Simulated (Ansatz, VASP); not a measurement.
# Cross-check of ZnCu2SnS4 between VASP and Ansatz, part 2 of 2

Aim: how closely do two programs agree when they are given the same cell, functional and k mesh? The cell is taken from a series of runs on this material, whose earlier steps may have relaxed, scaled, displaced or heated it; both programs get it as it stands.

VASP 6.6.1 and Ansatz 0.2.0.

So far: Set-up; Ansatz: single point, HSE06.

### Step 3. VASP: single point, HSE06

Level of this step: HSE06, no spin polarisation; plane waves and PAW (Zn, Cu, Sn_d, S) (VASP).

The same cell, functional and mesh now go to VASP, with its own data sets.

Lines of VASP's logs that name or quote its potential files are left out, and so is its time.

The run reads the wave functions of an earlier VASP run, which isn't shown here.

Input file INCAR:

```
SYSTEM = ZnCu2SnS4
PREC = Accurate
ENCUT = 400
EDIFF = 1E-06
NELM = 100
ISMEAR = 0
SIGMA = 0.01
LREAL = .FALSE.
ALGO = Normal
LHFCALC = .TRUE.
AEXX = 0.25
GGA = PE
HFSCREEN = 0.208
LASPH = .TRUE.
NBANDS = 44
PRECFOCK = Fast
LORBIT = 11
LWAVE = .FALSE.
LCHARG = .FALSE.
KPAR = 8
NCORE = 2
ISIF = 2
```

Input file POSCAR:

```
ZnCu2SnS4
1.0
   -2.7171000000      2.7171000000      5.4248000000
    2.7171000000     -2.7171000000      5.4248000000
    2.7171000000      2.7171000000     -5.4248000000
Zn Cu Sn S
1 2 1 4
Direct
    0.2500000000      0.7500000000      0.5000000000
    0.0000000000      0.0000000000      0.0000000000
    0.7500000000      0.2500000000      0.5000000000
    0.5000000000      0.5000000000      0.0000000000
    0.3716100000      0.8844100000      0.9996000000
    0.1155900000      0.1151900000      0.4872000000
    0.8848100000      0.3720100000      0.0004000000
    0.6279900000      0.6283900000      0.5128000000
```

Input file KPOINTS:

```
Automatic mesh
0
Gamma
4 4 4
0 0 0
```

Potentials, in the order of the species: Zn, Cu, Sn_d and S (PBE family, release 64).

On the command line:

```console
> mpirun -np 16 vasp_std
```

Numbers of over 12 decimals in the logs are rounded to 6 here.

The program printed:

```text
[banner, memory and clock lines left out]
running   16 mpi-ranks, on    1 nodes
 distrk:  each k-point on    2 cores,    8 groups
 distr:  one band on    2 cores,    1 groups

 POSCAR found type information on POSCAR ZnCuSnS
 POSCAR found :  4 types and       8 ions
 LDA part: xc-table for (Slater+PW92), standard interpolation
 found WAVECAR, reading the header
 POSCAR, INCAR and KPOINTS ok, starting setup
 FFT: planning ... GRIDC
 FFT: planning ... GRID_SOFT
 FFT: planning ... GRID
 reading WAVECAR
 the WAVECAR file was read successfully
 initial charge from wavefunction
 entering main loop
       N       E                     dE             d eps       ncg     rms          rms(c)
DAV:   1    -0.387394367067E+02   -0.38739E+02   -0.29838E+00  2056   0.425E+01    0.367E+00
DAV:   2    -0.385275724821E+02    0.21186E+00   -0.23520E+00  1760   0.388E+01    0.174E+00
DAV:   3    -0.385702139586E+02   -0.42641E-01   -0.27068E-01  1504   0.404E+00    0.108E+00
DAV:   4    -0.385675359334E+02    0.26780E-02   -0.70576E-02  1632   0.535E+00    0.561E-01
DAV:   5    -0.385679784483E+02   -0.44251E-03   -0.11522E-02  2016   0.173E+00    0.352E-01
DAV:   6    -0.385679876483E+02   -0.92001E-05   -0.13540E-03  1952   0.516E-01    0.202E-01
DAV:   7    -0.385679478235E+02    0.39825E-04   -0.30111E-04  1992   0.311E-01    0.113E-01
DAV:   8    -0.385679373939E+02    0.10430E-04   -0.31443E-05  1848   0.394E-02    0.710E-02
DAV:   9    -0.385679314053E+02    0.59886E-05   -0.49852E-06  1328   0.435E-02    0.428E-02
DAV:  10    -0.385679292654E+02    0.21398E-05   -0.38008E-06  1108   0.193E-02    0.262E-02
DAV:  11    -0.385679283921E+02    0.87332E-06   -0.80063E-07   748   0.626E-03
   1 F= -.38567928E+02 E0= -.38567928E+02  d E =-.265859E-12
```

Parts of OUTCAR (step 3):

```text
ion  position               nearest neighbor table
   1  0.250  0.750  0.500-   8 2.33   7 2.33   6 2.33   5 2.33
   2  0.000  0.000  0.000-   5 2.33   8 2.33   7 2.33   6 2.33
   3  0.750  0.250  0.500-   7 2.33   6 2.33   5 2.33   8 2.33
   4  0.500  0.500  0.000-   8 2.41   7 2.41   6 2.41   5 2.41
   5  0.372  0.884  1.000-   1 2.33   2 2.33   3 2.33   4 2.41
   6  0.116  0.115  0.487-   1 2.33   2 2.33   3 2.33   4 2.41
   7  0.885  0.372  0.000-   1 2.33   2 2.33   3 2.33   4 2.41
   8  0.628  0.628  0.513-   1 2.33   2 2.33   3 2.33   4 2.41

  LATTYP: Found a body centered tetragonal cell.
 ALAT       =     5.4342000000
 C/A-ratio  =     1.9965404291

 Subroutine GETGRP returns: Found  4 space group operations
 (whereof  4 operations were pure point group operations)

The static configuration has the point symmetry S_4 .

 Found     14 irreducible k-points:

   k-points           NKPTS =     14   k-points in BZ     NKDIM =     64   number of bands    NBANDS=     44

   dimension x,y,z NGX =    48 NGY =   48 NGZ =   48
   dimension x,y,z NGXF=    96 NGYF=   96 NGZF=   96

   ENCUT  =  400.0 eV  29.40 Ry    5.42 a.u.  10.84 10.84 10.84*2*pi/ulx,y,z

   NELECT =      72.0000    total number of electrons

 k-points in reciprocal lattice and weights: Automatic mesh
   0.00000000  0.00000000  0.00000000       0.016
   0.25000000 -0.00000000  0.00000000       0.125
   0.50000000 -0.00000000  0.00000000       0.062
   0.25000000  0.25000000  0.00000000       0.125
   0.50000000  0.25000000  0.00000000       0.125
   0.50000000 -0.25000000 -0.25000000       0.125
  -0.25000000  0.25000000  0.00000000       0.062
   0.50000000  0.50000000  0.00000000       0.031
   0.25000000  0.25000000  0.25000000       0.031
[...]
-0.25000000 -0.25000000  0.25000000       0.031
   0.50000000  0.50000000  0.50000000       0.016

  exchange ACFDT corr.  =         0.00000000  see jH, gK, PRB 81, 115126

 average (electrostatic) potential at core
       1 -27.0809       2 -57.4752       3 -57.4563       4 -97.1228       5 -83.5854
       6 -83.5854       7 -83.5854       8 -83.5854

 E-fermi :   4.0816

 k-point     1 :       0.0000    0.0000    0.0000
  band No.  band energies     occupation
    ...
     32       2.1373      2.00000
     33       2.2890      2.00000
     34       3.9733      2.00000
     35       3.9733      2.00000
     36       4.0373      2.00000
     37       5.5323      0.00000
     38       7.1302      0.00000
     39       8.2247      0.00000
     40       9.0592      0.00000
     41       9.0592      0.00000
    ...

 k-point     2 :       0.2500   -0.0000    0.0000
  band No.  band energies     occupation
    ...
     32       2.3508      2.00000
     33       2.4728      2.00000
     34       3.0790      2.00000
     35       3.4820      2.00000
     36       3.8021      2.00000
     37       6.5217      0.00000
     38       8.0619      0.00000
     39       8.3011      0.00000
     40       8.6931      0.00000
     41       9.0817      0.00000
    ...

 k-point     3 :       0.5000   -0.0000    0.0000
  band No.  band energies     occupation
    ...
     32       2.5608      2.00000
     33       2.6672      2.00000
     34       2.7703      2.00000
     35       2.8349      2.00000
     36       3.4644      2.00000
     37       7.0415      0.00000
     38       8.4150      0.00000
     39       8.5961      0.00000
     40       9.5330      0.00000
     41       9.8460      0.00000
    ...

  Total        0.4093513      0.4093513      0.3001734      0.0000001      0.0000000      0.0000000
  in kB        4.0940372      4.0940372      3.0021181      0.0000012      0.0000000      0.0000000
  external PRESSURE =       3.7300641 kB  Pullay stress =       0.0000000 kB

  energy-cutoff  :      400.00
  volume of cell :      160.20
      direct lattice vectors                 reciprocal lattice vectors
    -2.717100000  2.717100000  5.424800000     0.000000000  0.184019727  0.092169297
     2.717100000 -2.717100000  5.424800000     0.184019727  0.000000000  0.092169297
     2.717100000  2.717100000 -5.424800000     0.184019727  0.184019727  0.000000000

 POSITION                                       TOTAL-FORCE (eV/Angst)
 -----------------------------------------------------------------------------------
      2.71710      0.00000      2.71240         0.000000     -0.000000      0.000000
      0.00000      0.00000      0.00000         0.000000     -0.000000      0.000000
      0.00000      2.71710      2.71240         0.000000     -0.000000      0.000000
      0.00000      0.00000      5.42480         0.000000     -0.000000      0.000000
      4.10934      1.32268      1.39103         0.118369      0.095803     -0.047334
      1.32268      1.32486     -1.39103         0.095803     -0.118369      0.047334
     -1.39224      1.39442      6.81583        -0.118369     -0.095803     -0.047334
      1.39442      1.39224      4.03377        -0.095803      0.118369      0.047334
 -----------------------------------------------------------------------------------
    total drift:                                0.000040      0.000018      0.000042

  FREE ENERGIE OF THE ION-ELECTRON SYSTEM (eV)
  ---------------------------------------------------
  free  energy   TOTEN  =       -38.5679283921 eV

  energy  without entropy=      -38.5679283921  energy(sigma->0) =      -38.56792839

 total charge
# of ion       s       p       d       tot
------------------------------------------
    1        0.496   0.478   9.838  10.811
    2        0.329   0.336   9.371  10.036
    3        0.328   0.336   9.371  10.036
    4        1.080   1.157  10.127  12.365
    5        1.318   2.416   0.000   3.734
    6        1.318   2.416   0.000   3.734
    7        1.318   2.416   0.000   3.734
    8        1.318   2.416   0.000   3.734
--------------------------------------------------
tot          7.507  11.970  38.707  58.184

[... 3 further parts left out ...]
```

This run has no spin polarisation, so a moment on Cu, if there is one, isn't seen.

### Step 4. Comparison

Known differences besides the potentials themselves: exact exchange at q = 0 is treated differently, which shows on coarse meshes; VASP keeps PBE cores, Ansatz makes them for the functional; fixed occupations in Ansatz, narrow Gaussian smearing in VASP; the data sets hold 88 valence electrons in Ansatz (on its PAW soft_1 files) and 72 in VASP; the cutoff is 420 eV in Ansatz and 400 eV in VASP; VASP takes a coarser grid for exact exchange (PRECFOCK = Fast). Total energies have different zeros and are not compared.

Compared:

```
              quantity  Ansatz   VASP  difference
gap on the k mesh (eV)   1.479  1.495      -0.016
```

A gap on the mesh is an upper bound, since the band edges may lie between its points.

### Step 5. What came out

| Item | Value |
| --- | --- |
| difference in gap on the k mesh (single point, HSE06) | -0.016 eV |

In words: The difference in gap on the k mesh is -0.016 eV (single point, HSE06), within the 0.08 eV picked in this series as the mark of a large difference. The data sets hold unlike numbers of valence electrons (88 in Ansatz and 72 in VASP), so part of the differences may come from the potentials. Such differences can come from data sets, numerical settings and the points named under the comparisons, not from the functional's error against experiment.

[Lines on the potential files, build, host, timing and source positions are cut from VASP's logs without a mark.]

[Logs are printed without paths, hosts, clocks, repeated set-up lines and the standing remarks that a program may print on its own settings, such as how far it seeks lower states.]

[Hosts, paths, dates, database ids (printed as entryN), source tags and the programs' standing remarks are cut or masked in the printed files.]
